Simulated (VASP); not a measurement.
Computed with vdW-DF2, VASP's PBE PAW potentials (set 64) (plane waves; VASP).

VASP input:

File POSCAR:
```
SnO
1.0
  3.9252938813   0.0000000000   0.0000000000
  0.0000000000   3.9252938813   0.0000000000
  0.0000000000   0.0000000000   5.3772484642
Sn O
2 2
Cartesian
  1.9626469407   0.0000000000   4.2127850209
  0.0000000000   1.9626469407   1.1644634433
  1.9626469407   1.9626469407   0.0000000000
  0.0000000000   0.0000000000   0.0000000000
```

**KPOINTS**
```
Automatic mesh
0
Gamma
6 6 4
0 0 0
```

INCAR:
```
! general
SYSTEM   = SnO
PREC     = Accurate
ENCUT    = 520
LREAL    = .FALSE.
LASPH    = .TRUE.

! electronic loop
EDIFF    = 1E-7
NELM     = 100
ALGO     = Normal
LMAXMIX  = 4

! smearing
ISMEAR   = 0
SIGMA    = 0.05

! functional
GGA      = ML
LUSE_VDW = .TRUE.
AGGAC    = 0.0
ZAB_VDW  = -1.8867

! ions
IBRION   = 2
NSW      = 30
ISIF     = 4
EDIFFG   = -0.01

! output
LWAVE    = .FALSE.
LCHARG   = .FALSE.
```

POTCAR, in this order: Sn_d O (PBE.64 set). Program: vasp_std.

Output of the run:

**OSZICAR**
```
       N       E                     dE             d eps       ncg     rms          rms(c)
DAV:   1     0.417388582708E+03    0.41739E+03   -0.20865E+04  1464   0.239E+03
DAV:   2     0.406571194796E+02   -0.37673E+03   -0.36905E+03  1608   0.567E+02
DAV:   3    -0.159189114079E+02   -0.56576E+02   -0.56365E+02  1648   0.195E+02
DAV:   4    -0.183787997235E+02   -0.24599E+01   -0.24563E+01  1696   0.455E+01
DAV:   5    -0.184486867993E+02   -0.69887E-01   -0.69880E-01  1856   0.751E+00    0.142E+01
DAV:   6    -0.130287744234E+02    0.54199E+01   -0.40924E+01  2400   0.609E+01    0.560E+00
DAV:   7    -0.129170177016E+02    0.11176E+00   -0.40082E+00  1664   0.124E+01    0.269E+00
DAV:   8    -0.129012869479E+02    0.15731E-01   -0.83690E-01  2040   0.606E+00    0.108E+00
DAV:   9    -0.128742625240E+02    0.27024E-01   -0.23517E-01  2184   0.386E+00    0.352E-01
DAV:  10    -0.128767149960E+02   -0.24525E-02   -0.47168E-02  2048   0.152E+00    0.334E-01
DAV:  11    -0.128742649492E+02    0.24500E-02   -0.13674E-02  2088   0.970E-01    0.331E-02
DAV:  12    -0.128744175947E+02   -0.15265E-03   -0.15064E-03  1576   0.232E-01    0.449E-02
DAV:  13    -0.128744066576E+02    0.10937E-04   -0.13150E-04  2160   0.146E-01    0.112E-02
DAV:  14    -0.128744075313E+02   -0.87363E-06   -0.15411E-05  1608   0.278E-02    0.312E-03
DAV:  15    -0.128744071239E+02    0.40740E-06   -0.40613E-06  2040   0.149E-02    0.172E-03
DAV:  16    -0.128744070929E+02    0.30986E-07   -0.29427E-07  1256   0.426E-03
   1 F= -.12874407E+02 E0= -.12874407E+02  d E =-.128744E+02
       N       E                     dE             d eps       ncg     rms          rms(c)
DAV:   1    -0.128753086157E+02   -0.90149E-03   -0.32971E+00  1696   0.110E+01    0.390E-01
DAV:   2    -0.128835668301E+02   -0.82582E-02   -0.93033E-02  2144   0.253E+00    0.140E-01
DAV:   3    -0.128833920362E+02    0.17479E-03   -0.11472E-03  1808   0.303E-01    0.959E-02
DAV:   4    -0.128832743608E+02    0.11768E-03   -0.25183E-04  2240   0.204E-01    0.194E-02
DAV:   5    -0.128832794587E+02   -0.50979E-05   -0.61810E-05  1672   0.802E-02    0.831E-03
DAV:   6    -0.128832811051E+02   -0.16464E-05   -0.37360E-06  2104   0.222E-02    0.435E-03
DAV:   7    -0.128832816126E+02   -0.50751E-06   -0.77777E-07  1616   0.672E-03    0.140E-03
DAV:   8    -0.128832817939E+02   -0.18132E-06   -0.13281E-07  1128   0.394E-03    0.260E-04
DAV:   9    -0.128832816841E+02    0.10984E-06   -0.29936E-08   872   0.272E-03    0.176E-04
DAV:  10    -0.128832816748E+02    0.92277E-08   -0.76804E-09   880   0.843E-04
   2 F= -.12883282E+02 E0= -.12883282E+02  d E =-.887458E-02
       N       E                     dE             d eps       ncg     rms          rms(c)
DAV:   1    -0.128828294956E+02    0.45219E-03   -0.44587E-01  1688   0.402E+00    0.146E-01
DAV:   2    -0.128839945696E+02   -0.11651E-02   -0.12919E-02  2152   0.951E-01    0.522E-02
DAV:   3    -0.128839638444E+02    0.30725E-04   -0.16456E-04  1744   0.129E-01    0.357E-02
DAV:   4    -0.128839457529E+02    0.18092E-04   -0.39200E-05  2184   0.849E-02    0.841E-03
DAV:   5    -0.128839469679E+02   -0.12150E-05   -0.94104E-06  1592   0.297E-02    0.294E-03
DAV:   6    -0.128839475401E+02   -0.57228E-06   -0.55420E-07  1752   0.908E-03    0.137E-03
DAV:   7    -0.128839476313E+02   -0.91127E-07   -0.68799E-08   920   0.241E-03
   3 F= -.12883948E+02 E0= -.12883948E+02  d E =-.954054E-02
       N       E                     dE             d eps       ncg     rms          rms(c)
DAV:   1    -0.128905524249E+02   -0.66049E-02   -0.30769E-01  1488   0.467E+00    0.462E-01
DAV:   2    -0.128874843801E+02    0.30680E-02   -0.12093E-02  1968   0.150E+00    0.284E-01
DAV:   3    -0.128856707335E+02    0.18136E-02   -0.21023E-03  2032   0.704E-01    0.714E-02
DAV:   4    -0.128856333040E+02    0.37430E-04   -0.68120E-04  1952   0.231E-01    0.216E-02
DAV:   5    -0.128856357550E+02   -0.24511E-05   -0.10419E-04  1568   0.944E-02    0.702E-03
DAV:   6    -0.128856343318E+02    0.14233E-05   -0.77645E-06  2080   0.306E-02    0.229E-03
DAV:   7    -0.128856340202E+02    0.31155E-06   -0.18307E-06  1712   0.961E-03    0.174E-03
DAV:   8    -0.128856340630E+02   -0.42773E-07   -0.25796E-07  1136   0.477E-03
   4 F= -.12885634E+02 E0= -.12885634E+02  d E =-.168643E-02
       N       E                     dE             d eps       ncg     rms          rms(c)
DAV:   1    -0.129050061681E+02   -0.19372E-01   -0.11424E+00  1456   0.901E+00    0.892E-01
DAV:   2    -0.128938425902E+02    0.11164E-01   -0.47204E-02  1792   0.268E+00    0.547E-01
DAV:   3    -0.128871448750E+02    0.66977E-02   -0.72949E-03  2040   0.125E+00    0.144E-01
DAV:   4    -0.128869300954E+02    0.21478E-03   -0.21288E-03  1992   0.462E-01    0.435E-02
DAV:   5    -0.128869356483E+02   -0.55529E-05   -0.35306E-04  1592   0.173E-01    0.125E-02
DAV:   6    -0.128869339055E+02    0.17428E-05   -0.21164E-05  2104   0.495E-02    0.415E-03
DAV:   7    -0.128869331573E+02    0.74821E-06   -0.56800E-06  1800   0.161E-02    0.339E-03
DAV:   8    -0.128869333029E+02   -0.14555E-06   -0.77012E-07  1352   0.785E-03    0.878E-04
DAV:   9    -0.128869333976E+02   -0.94766E-07   -0.60405E-08   936   0.333E-03
   5 F= -.12886933E+02 E0= -.12886933E+02  d E =-.298577E-02
```

### OUTCAR
```
------------------------ aborting loop because EDIFF is reached ----------------------------------------
  FORCE on cell =-STRESS in cart. coord.  units (eV):
  Direction    XX          YY          ZZ          XY          YZ          ZX
  --------------------------------------------------------------------------------------
  Total        0.3099984      0.3099984      0.3104793      0.0000000     -0.0000000      0.0000000
  in kB        5.9946744      5.9946744      6.0039745      0.0000000     -0.0000000      0.0000000
  external PRESSURE =       5.9977744 kB  Pullay stress =       0.0000000 kB
  volume of cell :       82.85
      direct lattice vectors                 reciprocal lattice vectors
     3.955029498  0.000000000  0.000000000     0.252842615  0.000000000  0.000000000
     0.000000000  3.955029498  0.000000000     0.000000000  0.252842615  0.000000000
     0.000000000 -0.000000000  5.296695480     0.000000000 -0.000000000  0.188796959
 POSITION                                       TOTAL-FORCE (eV/Angst)
 -----------------------------------------------------------------------------------
      1.97751     -0.00000      4.12070        -0.000000      0.000000     -0.002341
      0.00000      1.97751      1.17600         0.000000     -0.000000      0.002341
      1.97751      1.97751      0.00000         0.000000      0.000000      0.000000
      0.00000     -0.00000      0.00000         0.000000     -0.000000      0.000000
 -----------------------------------------------------------------------------------
    total drift:                                0.000000      0.000000     -0.000000
  FREE ENERGIE OF THE ION-ELECTRON SYSTEM (eV)
  ---------------------------------------------------
  free  energy   TOTEN  =       -12.8869333976 eV

  energy  without entropy=      -12.8869333976  energy(sigma->0) =      -12.88693340

 reached required accuracy - stopping structural energy minimisation
```
(Selected blocks of OUTCAR.)

CONTCAR:
```
SnO
   1.00000000000000
     3.9550294976941789    0.0000000000000000    0.0000000000000000
     0.0000000000000000    3.9550294976941789    0.0000000000000000
     0.0000000000000000   -0.0000000000000000    5.2966954797433354
  Sn              O
     2     2
Direct
     0.5000000000000000    0.0000000000000000    0.7779749538708947
     0.0000000000000000    0.5000000000000000    0.2220250461291053
     0.5000000000000000    0.5000000000000000    0.0000000000000000
     0.0000000000000000    0.0000000000000000    0.0000000000000000
```

The compound is SnO in the litharge structure. This cell is one point of a volume scan, at 0.97 of the reference volume. Symmetry was kept, so distortions that lower it aren't found.
